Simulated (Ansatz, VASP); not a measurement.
# CaAl2Si2O8 (glassy CaAl2Si2O8) in two plane-wave programs, part 2 of 2

Aim: how closely do two programs agree when they are given the same cell, functional and k mesh? Of the first pair: The structure shown is the start of the Ansatz relaxation below; VASP solves that cell, so the two are compared at the walk's first step.

VASP 6.6.1 and Ansatz 0.2.0.

So far. Step 3 (VASP: single point, RPBE, start cell, pair 1): The run ends at a pressure of 8.24 GPa, with forces up to 5.6 eV/Å.

### 5. Ansatz: relaxation, RPBE

Level of this step: Ansatz beside VASP: Kohn-Sham DFT, plane waves, RPBE (Ansatz).

This run makes the geometry at which the two programs are then compared. The cell compared in this pair holds 1798.34 Å³, against 1705.93 Å³ for the pair before.

The structure compared here is the end of the Ansatz relaxation.

input.yaml reads:

```yaml
crystal:
  lattice:
    - [11.9487, 0.0, 0.0]
    - [0.0, 11.9487, 0.0]
    - [0.0, 0.0, 11.9487]
  atoms:
    - { symbol: Al, position: [0.0731, 0.2708, 0.32892] }
    - { symbol: Al, position: [0.75664, 0.69799, 0.05418] }
    - { symbol: Al, position: [0.17019, 0.19755, 0.02094] }
    - { symbol: Al, position: [0.26709, 0.45092, 0.66984] }
    - { symbol: Al, position: [0.36058, 0.1334, 0.15911] }
    - { symbol: Al, position: [0.83019, 0.9164, 0.66527] }
    - { symbol: Al, position: [0.39726, 0.23591, 0.74731] }
    - { symbol: Al, position: [0.6885, 0.74334, 0.78484] }
    - { symbol: Al, position: [0.51948, 0.46936, 0.6821] }
    - { symbol: Al, position: [0.09873, 0.06151, 0.21849] }
    - { symbol: Al, position: [0.88114, 0.18007, 0.01018] }
    - { symbol: Al, position: [0.08827, 0.8818, 0.77479] }
    - { symbol: Al, position: [0.70074, 0.29318, 0.13052] }
    - { symbol: Al, position: [0.90157, 0.08323, 0.37025] }
    - { symbol: Al, position: [0.33526, 0.5157, 0.23027] }
    - { symbol: Al, position: [0.51515, 0.90268, 0.83586] }
    - { symbol: Al, position: [0.01726, 0.17666, 0.55788] }
    - { symbol: Al, position: [0.31286, 0.97992, 0.96573] }
    - { symbol: Al, position: [0.6839, 0.83337, 0.46642] }
    - { symbol: Al, position: [0.71913, 0.07167, 0.19049] }
    - { symbol: Ca, position: [0.31643, 0.70509, 0.07314] }
    - { symbol: Ca, position: [0.11322, 0.20621, 0.79365] }
    - { symbol: Ca, position: [0.88732, 0.4633, 0.18292] }
    - { symbol: Ca, position: [0.51148, 0.78796, 0.30165] }
    - { symbol: Ca, position: [0.34532, 0.77167, 0.70155] }
    - { symbol: Ca, position: [0.30539, 0.45995, 0.90162] }
    - { symbol: Ca, position: [0.79556, 0.94742, 0.94764] }
    - { symbol: Ca, position: [0.01914, 0.84451, 0.52821] }
    - { symbol: Ca, position: [0.55124, 0.58209, 0.91375] }
    - { symbol: Ca, position: [0.9516, 0.48478, 0.44354] }
[... 94 atom lines left out ...]
    - { symbol: Si, position: [0.9315, 0.54005, 0.94989] }
    - { symbol: Si, position: [0.28881, 0.98966, 0.37447] }
    - { symbol: Si, position: [0.03339, 0.71943, 0.26707] }
    - { symbol: Si, position: [0.5857, 0.53513, 0.20226] }
    - { symbol: Si, position: [0.12756, 0.42741, 0.10474] }
    - { symbol: Si, position: [0.27358, 0.73248, 0.39622] }
kpoints:
  mp_grid: { grid: [1, 1, 1] }
hamiltonian:
  xc: rpbe
scf:
  occupations: { method: fixed }
output:
  forces: true
relax:
  f_tol: 0.03
  max_steps: 200
  cell: {}
```

Launch:

```bash
$ ansatz run input.yaml --threads 4 --pin off --max-ram 8192MiB --backend cpu --events-out ev --progress --plain --runs-dir out
```

Numbers of over 12 decimals in the logs are rounded to 6 here.

The log of the run:

```text
[...]
Crystal: 130 atoms, lattice volume = 1705.933 Å³
Basis set: ecut = 420 eV, 33371 PW (Γ), exchange–correlation on 160×160×160 points (8 copies of the dense FFT grid, shifted against one another)
Bands: 490, of which v1, the nominal top of the filled ones, is band 360 counted from 1 (359 counted from 0)
Symmetry: 1 space group operations
[...]
k-points: 1
[...]
- { symbol: Si, position: [0.616673, 0.600392, 0.468458] }
    - { symbol: Si, position: [0.737409, 0.276096, 0.369824] }
    - { symbol: Si, position: [0.814583, 0.861141, 0.248316] }
    - { symbol: Si, position: [0.156684, 0.628340, 0.827625] }
    - { symbol: Si, position: [0.530993, 0.257914, 0.524574] }
    - { symbol: Si, position: [0.483330, 0.280490, 0.996050] }
[...]
- { symbol: Si, position: [0.028705, 0.728545, 0.246747] }
    - { symbol: Si, position: [0.589598, 0.541712, 0.202316] }
    - { symbol: Si, position: [0.123585, 0.418291, 0.117445] }
    - { symbol: Si, position: [0.261025, 0.747557, 0.382187] }
```

### 6. VASP: single point, RPBE, relaxed cell, pair 2

The same cell, functional and mesh now go to VASP, with its own data sets.

INCAR reads:

```
SYSTEM = CaAl2Si2O8
PREC = Accurate
ENCUT = 600
EDIFF = 1E-06
NELM = 120
ISMEAR = 0
SIGMA = 0.01
LREAL = Auto
ALGO = Normal
GGA = RP
NBANDS = 464
LORBIT = 11
LWAVE = .FALSE.
LCHARG = .FALSE.
ISIF = 2
LASPH = .TRUE.
GGA_COMPAT = .FALSE.
EFERMI = MIDGAP
NCORE = 4
```

POSCAR reads:

```
CaAl2Si2O8
1.0
   12.0911810000     -0.2352800000      0.0792190000
   -0.2352800000     12.4447660000     -0.1288560000
    0.0792190000     -0.1288560000     11.9575620000
Al Ca O Si
20 10 80 20
Direct
    0.0814200000      0.2696000000      0.3363600000
    0.7584000000      0.6953900000      0.0508900000
    0.1545800000      0.1856800000      0.0280000000
    0.2886000000      0.4469000000      0.6846800000
    0.3573900000      0.1279900000      0.1682800000
    0.8425200000      0.9219800000      0.6628000000
    0.3933100000      0.2387000000      0.7515700000
    0.6880200000      0.7593200000      0.7868800000
    0.5356500000      0.4568200000      0.6803400000
    0.1041700000      0.0499000000      0.2251400000
    0.8761500000      0.1974300000      0.0033700000
    0.0895400000      0.8702100000      0.7738600000
    0.6932800000      0.3073600000      0.1196100000
    0.8978000000      0.0864300000      0.3708700000
    0.3367800000      0.5277900000      0.2406900000
    0.5212000000      0.9164400000      0.8276300000
    0.0173900000      0.1618600000      0.5543900000
    0.3054000000      0.9949300000      0.9472700000
    0.6897100000      0.8327700000      0.4757600000
    0.7157000000      0.0807400000      0.1958500000
    0.2912500000      0.7353000000      0.0802700000
    0.1216100000      0.2024800000      0.7921700000
    0.8782800000      0.4678300000      0.1897700000
    0.5168300000      0.7677500000      0.2816600000
    0.3335400000      0.7990000000      0.6803200000
    0.2986500000      0.4467700000      0.9303100000
    0.7827700000      0.9614700000      0.9529600000
    0.0031200000      0.8093100000      0.5054400000
    0.5572600000      0.5614100000      0.9195300000
    0.9465700000      0.4532300000      0.4750300000
[... 94 atom lines left out ...]
    0.9441800000      0.5320900000      0.9479100000
    0.2958400000      0.9860700000      0.3702500000
    0.0287000000      0.7285400000      0.2467500000
    0.5896000000      0.5417100000      0.2023200000
    0.1235800000      0.4182900000      0.1174400000
    0.2610300000      0.7475600000      0.3821900000
```

KPOINTS reads:

```
Automatic mesh
0
Gamma
1 1 1
0 0 0
```

PAW data sets: Al, Ca_sv, O and Si (PBE family, release 64).

Launch:

```bash
$ mpirun -np 16 vasp_gam
```

The log of the run:

```text
[banner, memory and clock lines left out]
running   16 mpi-ranks, on    1 nodes
[...]
[... a notice as in an earlier step ...]

 LDA part: xc-table for (Slater+PW92), standard interpolation
 POSCAR, INCAR and KPOINTS ok, starting setup
[...]
entering main loop
       N       E                     dE             d eps       ncg     rms          rms(c)
DAV:   1     0.814967936389E+04    0.81497E+04   -0.44919E+05   936   0.173E+03
DAV:   2    -0.215965669764E+03   -0.83656E+04   -0.80302E+04  1152   0.428E+02
DAV:   3    -0.103820575813E+04   -0.82224E+03   -0.81631E+03  1112   0.145E+02
DAV:   4    -0.106508032279E+04   -0.26875E+02   -0.26755E+02  1160   0.257E+01
[...]
DAV:  17    -0.929668366202E+03    0.19670E-05   -0.95665E-05  1184   0.234E-02    0.195E-02
DAV:  18    -0.929668363527E+03    0.26753E-05   -0.66376E-05  1112   0.165E-02    0.794E-03
DAV:  19    -0.929668363647E+03   -0.12037E-06   -0.88055E-06  1064   0.615E-03
   1 F= -.92966836E+03 E0= -.92966836E+03  d E =0.000000E+00
```

From OUTCAR (step 6):

```text
  Total       -4.9859836     -4.6389434     -5.0452939      0.0994299     -0.1291534      0.0223810
  in kB       -4.4421100     -4.1329251     -4.4949507      0.0885840     -0.1150653      0.0199397
  external PRESSURE =      -4.3566620 kB  Pullay stress =       0.0000000 kB

  FREE ENERGIE OF THE ION-ELECTRON SYSTEM (eV)
  ---------------------------------------------------
  free  energy   TOTEN  =      -929.6683636474 eV

  energy  without entropy=     -929.6683636474  energy(sigma->0) =     -929.66836365

[... 1 part as in an earlier step ...]

[... 2 further parts left out ...]
[key lines of the parts left out:]
E-fermi :   3.9091
```

The run ends at a pressure of -0.44 GPa, with forces up to 0.073 eV/Å.

### 7. Side by side

What differs besides the data sets and the points named for the pairs above, as far as they apply: the cutoff is 420 eV in Ansatz and 600 eV in VASP (PREC = Accurate, projectors in real space). Total energies have different zeros and are not compared.

The two programs side by side:

```tsv
quantity	Ansatz	VASP	difference
pressure (GPa)	0.01	-0.44	+0.44
gap on the k mesh (eV)	3.897	3.891	+0.006
```

Forces on 7 of the 130 atoms, those with the largest forces and the largest differences (eV/Å; atoms numbered as in POSCAR):

```tsv
atom	Ansatz x, y, z	VASP x, y, z
O69	-0.002, 0.000, 0.001	0.001, 0.061, 0.039
O75	0.002, 0.000, 0.001	0.028, -0.061, 0.026
O81	-0.002, 0.001, 0.000	-0.029, -0.057, 0.017
O103	0.000, 0.000, 0.000	-0.008, -0.031, -0.064
Si126	-0.001, 0.006, 0.007	0.029, -0.019, 0.056
Si127	0.002, -0.004, -0.002	0.028, 0.054, 0.018
Si130	0.008, 0.001, 0.000	-0.010, -0.001, -0.066
```

The forces differ by 24 meV/Å r.m.s., where the r.m.s. force is 0.003 eV/Å in Ansatz and 0.024 eV/Å in VASP: the atoms lie near their places of rest in Ansatz, so a percentage would say little (all taken over all components). A gap on the mesh is an upper bound, since the band edges may lie between its points.

### 8. Summary of results

| Item | Value |
| --- | --- |
| r.m.s. force difference (single point, RPBE, start cell, pair 1) | 1.7 % of the r.m.s. force |
| r.m.s. force difference (single point, RPBE, relaxed cell, pair 2) | 24 meV/Å |

The r.m.s. force difference is 24 meV/Å (single point, RPBE, relaxed cell, pair 2), beyond the 12 meV/Å picked in this series as the mark of a large difference. What causes the difference of the single point, RPBE, relaxed cell, pair 2 pair stays open here. How closely two codes agree says nothing of how well the functional describes the real material.

[Lines on the potential files, build, host, timing and source positions are cut from VASP's logs without a mark.]

[Logs are printed without paths, hosts, clocks, repeated set-up lines and the standing remarks that a program may print on its own settings, such as how far it seeks lower states.]

[Hosts, paths, dates, database ids (printed as entryN), source tags and the programs' standing remarks are cut or masked in the printed files.]
